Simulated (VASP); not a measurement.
Input:

```
SrVO3
1.0
    5.53039     0.00000     0.00000
   -2.76519     4.78945     0.00000
    0.00000     0.00000     4.57584
Sr V O
2 2 6
Cartesian
  0.00000   3.19297   3.43188
  2.76520   1.59648   1.14396
  0.00000   0.00000   0.00000
  0.00000   0.00000   2.28792
  0.00000   1.54405   1.14396
  1.42800   4.01743   1.14396
 -1.42800   4.01743   1.14396
  2.76519   3.24540   3.43188
  1.33719   0.77203   3.43188
  4.19320   0.77203   3.43188
```

These are PBEsol GGA, VASP's PBE PAW potentials (set 64) (plane waves; VASP 6.6.1) values and carry that method's errors. Run with 520 eV cut-off, Gaussian smearing of 0.050 eV, potentials Sr_sv V_sv O.

Task: Give the energies of bands 35 to 48 at the high-symmetry points, in eV from the Fermi level.

Result: 
```json
[
 {"band": "35", "Γ": "-4.39", "M": "-4.42", "K": "-4.20", "A": "-2.91", "L": "-3.67", "H": "-3.64"},
 {"band": "36", "Γ": "-3.43", "M": "-3.87", "K": "-4.19", "A": "-2.91", "L": "-3.67", "H": "-3.64"},
 {"band": "37", "Γ": "-2.72", "M": "-3.87", "K": "-3.79", "A": "-2.66", "L": "-3.44", "H": "-3.28"},
 {"band": "38", "Γ": "-2.72", "M": "-2.91", "K": "-3.79", "A": "-2.66", "L": "-3.44", "H": "-3.28"},
 {"band": "39", "Γ": "-2.65", "M": "-2.83", "K": "-2.79", "A": "-2.66", "L": "-2.75", "H": "-3.09"},
 {"band": "40", "Γ": "-2.45", "M": "-2.63", "K": "-2.63", "A": "-2.66", "L": "-2.75", "H": "-3.09"},
 {"band": "41", "Γ": "-2.32", "M": "-1.94", "K": "-1.79", "A": "0.03", "L": "-0.03", "H": "0.04"},
 {"band": "42", "Γ": "0.03", "M": "0.12", "K": "0.12", "A": "0.03", "L": "-0.03", "H": "0.04"},
 {"band": "43", "Γ": "0.03", "M": "0.12", "K": "0.12", "A": "0.11", "L": "0.27", "H": "0.26"},
 {"band": "44", "Γ": "0.10", "M": "0.17", "K": "0.42", "A": "0.11", "L": "0.27", "H": "0.26"},
 {"band": "45", "Γ": "0.10", "M": "0.62", "K": "0.42", "A": "0.11", "L": "0.39", "H": "0.37"},
 {"band": "46", "Γ": "2.37", "M": "2.77", "K": "2.81", "A": "0.11", "L": "0.39", "H": "0.37"},
 {"band": "47", "Γ": "2.37", "M": "2.77", "K": "2.81", "A": "3.04", "L": "2.72", "H": "2.90"},
 {"band": "48", "Γ": "2.89", "M": "2.89", "K": "2.84", "A": "3.04", "L": "2.72", "H": "2.92"}
]
```

It has no gap at this level: it comes out as a metal or semimetal.

The structure was generated: SrVO3 was put into the 2H-BaNiO3 type (P6_3/mmc), which need not be its known phase. It was relaxed first, which changed the volume by -9 %. The run is not spin-polarised, so no magnetic state was tried.
